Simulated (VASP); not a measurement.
Consider the following.

```yaml
crystal:
  lattice:
    - [0.00000, 1.99312, 1.99312]
    - [1.99312, 0.00000, 1.99312]
    - [1.99312, 1.99312, 0.00000]
  atoms:
    - { symbol: Ir, position: [0.00000, 0.00000, 0.00000] }
```

Computed with vdW-DF2, VASP's PBE PAW potentials (set 64) (plane waves; VASP 6.6.1). Settings: 520 eV cut-off, Gaussian smearing of 0.050 eV, potentials Ir.

Give the energies of bands 1 to 6 at the high-symmetry points, in eV from the Fermi level.

```csv
band,Γ,X,U,L,W
1,-9.72,-6.58,-5.76,-6.85,-5.14
2,-3.22,-6.10,-4.94,-3.31,-4.02
3,-3.22,0.66,-2.32,-3.31,-4.02
4,-3.22,1.20,-0.73,-0.11,-1.47
5,-1.04,1.20,0.51,0.71,1.20
6,-1.04,2.03,5.89,0.71,7.25
```

It has no gap at this level: it comes out as a metal or semimetal.

The compound is Ir in the fcc structure. It was relaxed first, which changed the volume by +12 %.
